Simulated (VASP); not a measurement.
A convergence study with VASP on Mg2Ge (antifluorite): one setting is varied, all else stays as given below, so the limit is that of these other settings.

```
Mg2Ge
1.0
    0.00000     3.19500     3.19500
    3.19500     0.00000     3.19500
    3.19500     3.19500     0.00000
Mg Ge
2 1
Direct
  0.25000   0.25000   0.25000
  0.75000   0.75000   0.75000
  0.00000   0.00000   0.00000
```

The numbers are results of PBE GGA, VASP's PBE PAW potentials (set 64) (plane waves; VASP), not measurements. The tightest run used: 550 eV cut-off, 11×11×11 Monkhorst-Pack mesh, Gaussian smearing of 0.050 eV, potentials Mg Ge_d.

The settings run are 1×1×1 mesh; 2×2×2 mesh; 3×3×3 mesh; 4×4×4 mesh; 5×5×5 mesh; 6×6×6 mesh; 7×7×7 mesh; 8×8×8 mesh; 9×9×9 mesh; 10×10×10 mesh; 11×11×11 mesh. From which on does the energy per atom stay within 0.005 eV/atom of the tightest run?

From 6×6×6 mesh on: it is off by 0.0001 there and by no more than 0.005 in any finer run, while 5×5×5 mesh is off by 0.0219.
| setting | E (eV/atom) | pressure (GPa) | irreducible k-points | difference judged (eV/atom) |
|---|---|---|---|---|
| 1×1×1 mesh | 1.5987 | 9.62 | 1 | 4.3857 |
| 2×2×2 mesh | -2.7309 | 0.51 | 2 | 0.0561 |
| 3×3×3 mesh | -2.5999 | 0.41 | 4 | 0.1871 |
| 4×4×4 mesh | -2.7857 | 0.62 | 10 | 0.0012 |
| 5×5×5 mesh | -2.7651 | 0.51 | 10 | 0.0219 |
| 6×6×6 mesh | -2.7871 | 0.64 | 28 | 0.0001 |
| 7×7×7 mesh | -2.7834 | 0.59 | 20 | 0.0036 |
| 8×8×8 mesh | -2.7872 | 0.64 | 60 | 0.0002 |
| 9×9×9 mesh | -2.7864 | 0.62 | 35 | 0.0006 |
| 10×10×10 mesh | -2.7872 | 0.64 | 110 | 0.0002 |
| 11×11×11 mesh | -2.7870 | 0.63 | 56 | 0.0000 |

Left out are rungs that failed or repeat a setting and relaxations that didn't move; long series are thinned to 24 rows.

The compound is Mg2Ge in the antifluorite structure. The cell was not relaxed at this level.
